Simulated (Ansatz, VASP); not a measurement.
# CdS (Hawleyite): VASP beside Ansatz, part 2 of 2

One calculation is typed for both programs; each brings its own data sets. How far apart do they land? Of the first pair: The cell is taken from a series of runs on this material, whose earlier steps may have relaxed, scaled, displaced or heated it; both programs get it as it stands.

VASP 6.6.1 and Ansatz 0.2.0.

So far: Starting point; VASP: relaxation of cell and atoms, RPBE, pair 1; Ansatz: relaxation of cell and atoms, RPBE, pair 1; Differences.

**5. VASP: relaxation of cell and atoms, RPBE, pair 2**

Level of this step: RPBE; plane waves and PAW (Cd, S) (VASP).

The relaxed volume is the usual yardstick between codes: in a stiff, nearly cubic crystal its relative difference is about their pressure difference at one cell divided by the bulk modulus. Its start cell is another than that of the pair before, and may be another structure of the material.

The input, INCAR:

```
SYSTEM = CdS
PREC = Accurate
ENCUT = 500
EDIFF = 1E-07
NELM = 120
ISMEAR = 0
SIGMA = 0.02
LREAL = .FALSE.
ALGO = Normal
GGA = RP
NBANDS = 15
LORBIT = 11
LWAVE = .FALSE.
LCHARG = .FALSE.
ISIF = 3
IBRION = 2
NSW = 80
EDIFFG = -0.005
LASPH = .TRUE.
GGA_COMPAT = .FALSE.
NELMIN = 4
EFERMI = MIDGAP
```

The input, POSCAR:

```
CdS
1.0
    0.0000000000      3.0068766717      3.0068766717
    3.0068766717      0.0000000000      3.0068766717
    3.0068766717      3.0068766717      0.0000000000
Cd S
1 1
Direct
    0.0000000000      0.0000000000      0.0000000000
    0.2500000000      0.2500000000      0.2500000000
```

The input, KPOINTS:

```
Automatic mesh
0
Gamma
8 8 8
0 0 0
```

Potentials, in the order of the species: Cd and S (PBE family, release 64).

Launch:

```sh
> mpirun -np 1 vasp_std
```

Numbers of over 12 decimals in the logs are rounded to 6 here.

The log of the run:

```text
[banner, memory and clock lines left out]
running    1 mpi-ranks, on    1 nodes
[...]
[... a notice as in an earlier step ...]

 LDA part: xc-table for (Slater+PW92), standard interpolation
 POSCAR, INCAR and KPOINTS ok, starting setup
[...]
entering main loop
       N       E                     dE             d eps       ncg     rms          rms(c)
DAV:   1     0.102654111094E+03    0.10265E+03   -0.88267E+03   910   0.105E+03
DAV:   2    -0.195070458837E+01   -0.10460E+03   -0.98947E+02  1052   0.260E+02
DAV:   3    -0.606353817831E+01   -0.41128E+01   -0.41041E+01  1087   0.530E+01
DAV:   4    -0.609097112323E+01   -0.27433E-01   -0.27430E-01  1129   0.419E+00
[...]
DAV:  13    -0.552774795900E+01   -0.48019E-05   -0.89699E-06   947   0.174E-02    0.129E-02
DAV:  14    -0.552774829950E+01   -0.34050E-06   -0.12700E-06  1087   0.791E-03    0.709E-03
DAV:  15    -0.552774830657E+01   -0.70688E-08   -0.33566E-08   785   0.129E-03
   1 F= -.55277483E+01 E0= -.55277483E+01  d E =-.552775E+01
[...]
N       E                     dE             d eps       ncg     rms          rms(c)
DAV:   1    -0.552835188363E+01   -0.60358E-03   -0.11487E-02   940   0.129E+00    0.189E-01
DAV:   2    -0.552783869708E+01    0.51319E-03   -0.11372E-03   989   0.487E-01    0.643E-02
DAV:   3    -0.552777981426E+01    0.58883E-04   -0.14062E-04  1108   0.129E-01    0.545E-02
DAV:   4    -0.552777067992E+01    0.91343E-05   -0.79724E-06   912   0.265E-02    0.146E-02
DAV:   5    -0.552776856598E+01    0.21139E-05   -0.14124E-06  1052   0.161E-02    0.332E-03
DAV:   6    -0.552776844462E+01    0.12136E-06   -0.27756E-07   940   0.662E-03    0.176E-03
DAV:   7    -0.552776850236E+01   -0.57733E-07   -0.50954E-08   750   0.165E-03
   2 F= -.55277685E+01 E0= -.55277685E+01  d E =-.201958E-04
 trial-energy change:   -0.000020  1 .order   -0.000020   -0.000049    0.000009
 step:   0.8481(harm=  0.8481)  dis= 0.00000  next Energy=    -5.527769 (dE=-0.206E-04)
 reached required accuracy - stopping structural energy minimisation
```

Parts of OUTCAR (step 5):

```text
  Total       -0.0046463     -0.0046463     -0.0046463      0.0000000      0.0000000      0.0000000
  in kB       -0.1366543     -0.1366543     -0.1366543      0.0000000      0.0000000      0.0000000
  external PRESSURE =      -0.1366543 kB  Pullay stress =       0.0000000 kB

 POSITION                                       TOTAL-FORCE (eV/Angst)
 -----------------------------------------------------------------------------------
      3.00876      3.00876      6.01752        -0.000000     -0.000000     -0.000000
      1.50438      1.50438      1.50438         0.000000      0.000000      0.000000
 -----------------------------------------------------------------------------------
    total drift:                                0.000000      0.000000      0.000000

  FREE ENERGIE OF THE ION-ELECTRON SYSTEM (eV)
  ---------------------------------------------------
  free  energy   TOTEN  =        -5.5277685024 eV

  energy  without entropy=       -5.5277685024  energy(sigma->0) =       -5.52776850

[... 2 parts as in an earlier step ...]

[... 2 further parts left out ...]
[key lines of the parts left out:]
E-fermi :   1.2498
```

**6. Ansatz: relaxation of cell and atoms, RPBE, pair 2**

Its own start cell and the same functional, mesh and smearing now go to Ansatz, which takes its cutoff from its data sets.

The two relaxations start from unlike cells of this crystal (the structure described is Ansatz's start), so only their ends are compared.

The input, input.yaml:

```yaml
crystal:
  lattice:
    - [0.0, 2.9165, 2.9165]
    - [2.9165, 0.0, 2.9165]
    - [2.9165, 2.9165, 0.0]
  atoms:
    - { symbol: Cd, position: [0.0, 0.0, 0.0] }
    - { symbol: S, position: [0.25, 0.25, 0.25] }
kpoints:
  mp_grid: { grid: [8, 8, 8] }
hamiltonian:
  xc: rpbe
scf:
  occupations: { method: gaussian, width: 0.02 }
output:
  forces: true
  stress: true
  eigenvalues: true
  write_density: true
  write_potential: true
  elf: true
  volumetric_format: npy
relax:
  adjacent_minimum: "off"
  f_tol: 0.005
  max_steps: 80
  cell: { stress_tol: 0.05 }
```

Launch:

```sh
> ansatz run input.yaml --threads 2 --pin off --max-ram 5120MiB --backend cpu --events-out ev --progress --plain --runs-dir out
```

The log of the run:

```text
[...]
Crystal: 2 atoms, lattice volume = 49.615 Å³
Basis set: ecut = 420 eV, 941 PW (Γ), exchange–correlation on 60×60×60 points (8 copies of the dense FFT grid, shifted against one another)
Bands: 17, of which v1, the nominal top of the filled ones, is band 13 counted from 1 (12 counted from 0)
Symmetry: 24 space group operations
[...]
k-points: 29 of 512 (time reversal used)
[...]
k-point 28: bands = [... 9 lower, -0.7399, 2.3988, 3.9928, 3.9974, 10.9518, 11.4628, 13.0327, 14.0943]
--- Relaxed structure (4 steps of the walk, 4 accepted, 1 SCFs on fresh bases) ---
[...]
cell:  # Å, volume = 54.2116 Å³
    - [0, 3.003914, 3.003914]
    - [3.003914, 0, 3.003914]
    - [3.003914, 3.003914, 0]
  atoms:
    - { symbol: Cd, position: [0, 0, 0] }
    - { symbol: S, position: [0.25, 0.25, 0.25] }
[key lines of the parts left out:]
SCF converged after 6 iterations
Free energy (F): -9169.600491 eV
Fermi energy:    6.416799 eV
P = ⅓ Tr σ = -0.0096 GPa (-0.096 kbar)
```

**7. Side by side**

What differs besides the data sets and the points named for the pairs above, as far as they apply: the data sets hold 26 valence electrons in Ansatz (on its default PAW (the set named soft_2) files) and 18 in VASP. Total energies have different zeros and are not compared.

Both answers:

| quantity | Ansatz | VASP | difference |
| --- | --- | --- | --- |
| volume (Å³) | 54.21 | 54.47 | -0.48 % |
| edge a after relaxation, in the typed setting (Å) | 4.248 | 4.255 | -0.16 % |

**8. What came out**

```yaml
difference_in_volume_relaxation_of_cell_and_atoms_rpbe_pair_1: -0.45 %
difference_in_volume_relaxation_of_cell_and_atoms_rpbe_pair_2: -0.48 %
```

**Reading.** The difference in volume is -0.48 % (relaxation of cell and atoms, RPBE, pair 2), within the 1.2 % picked in this series as the mark of a large difference, as far as the stopping tolerances let one tell. The data sets hold unlike numbers of valence electrons (26 in Ansatz and 18 in VASP), so part of the differences comes from the potentials. Such differences can come from data sets, numerical settings and the points named under the comparisons, not from the functional's error against experiment.

[Lines on the potential files, build, host, timing and source positions are cut from VASP's logs without a mark.]

[Logs are printed without paths, hosts, clocks, repeated set-up lines and the standing remarks that a program may print on its own settings, such as how far it seeks lower states.]

[Hosts, paths, dates, database ids (printed as entryN), source tags and the programs' standing remarks are cut or masked in the printed files.]
